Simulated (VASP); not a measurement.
A convergence study with VASP on InP (zinc blende): a few settings are varied, all else stays as given below, so the limit is that of these other settings. The cell's lengths are 1 % over those of the tabulated start and one atom is moved, so it is off equilibrium.

```yaml
crystal:
  lattice:
    - [0.00000, 2.96435, 2.96435]
    - [2.96435, 0.00000, 2.96435]
    - [2.96435, 2.96435, 0.00000]
  atoms:
    - { symbol: In, position: [0.00000, 0.00000, 0.00000] }
    - { symbol: P, position: [0.23978, 0.26022, 0.26022] }
```

Level of theory: LDA (Ceperley-Alder, Perdew-Zunger), VASP's LDA PAW potentials (set 64) (plane waves; VASP). The last row used: ADDGRID = .TRUE., 500 eV cut-off, 9×9×9 Γ-centred mesh, Gaussian smearing of 0.050 eV, potentials In_d P.

Unless said otherwise, spin-orbit coupling is left out, though it shifts the bands of the heavy elements here. Gaps are read on the run's mesh, which can miss a band edge.

```csv
setting,E (eV/atom),pressure (GPa),gap on the mesh (eV),plane waves
"ADDGRID = unset, ENCUT = 200, PREC = Low",-4.7489,-14.44,0.205,347
"ADDGRID = unset, ENCUT = 200, PREC = Normal",-4.7492,-14.55,0.205,347
"ADDGRID = .TRUE., ENCUT = 200, PREC = Normal",-4.7491,-14.54,0.205,347
"ADDGRID = unset, ENCUT = 200, PREC = Accurate",-4.7482,-14.54,0.205,347
"ADDGRID = .TRUE., ENCUT = 200, PREC = Accurate",-4.7483,-14.56,0.205,347
"ADDGRID = unset, ENCUT = 300, PREC = Low",-4.8151,-3.40,0.216,624
"ADDGRID = unset, ENCUT = 300, PREC = Normal",-4.8155,-3.50,0.216,624
"ADDGRID = .TRUE., ENCUT = 300, PREC = Normal",-4.8154,-3.50,0.216,624
"ADDGRID = unset, ENCUT = 300, PREC = Accurate",-4.8154,-3.51,0.216,624
"ADDGRID = .TRUE., ENCUT = 300, PREC = Accurate",-4.8154,-3.50,0.216,624
"ADDGRID = unset, ENCUT = 400, PREC = Low",-4.8163,-3.10,0.219,958
"ADDGRID = unset, ENCUT = 400, PREC = Normal",-4.8166,-3.20,0.219,958
"ADDGRID = .TRUE., ENCUT = 400, PREC = Normal",-4.8166,-3.20,0.219,958
"ADDGRID = unset, ENCUT = 400, PREC = Accurate",-4.8166,-3.20,0.219,958
"ADDGRID = .TRUE., ENCUT = 400, PREC = Accurate",-4.8166,-3.20,0.219,958
"ADDGRID = unset, ENCUT = 500, PREC = Low",-4.8163,-3.10,0.219,1363
"ADDGRID = unset, ENCUT = 500, PREC = Normal",-4.8166,-3.20,0.219,1363
"ADDGRID = .TRUE., ENCUT = 500, PREC = Normal",-4.8166,-3.19,0.219,1363
"ADDGRID = unset, ENCUT = 500, PREC = Accurate",-4.8166,-3.19,0.219,1363
"ADDGRID = .TRUE., ENCUT = 500, PREC = Accurate",-4.8166,-3.19,0.219,1363
```

Left out are rungs that failed or repeat a setting and relaxations that didn't move; long series are thinned to 24 rows.

The compound is InP in the zinc blende structure. The cell was not relaxed at this level, it is distorted from the ideal structure.
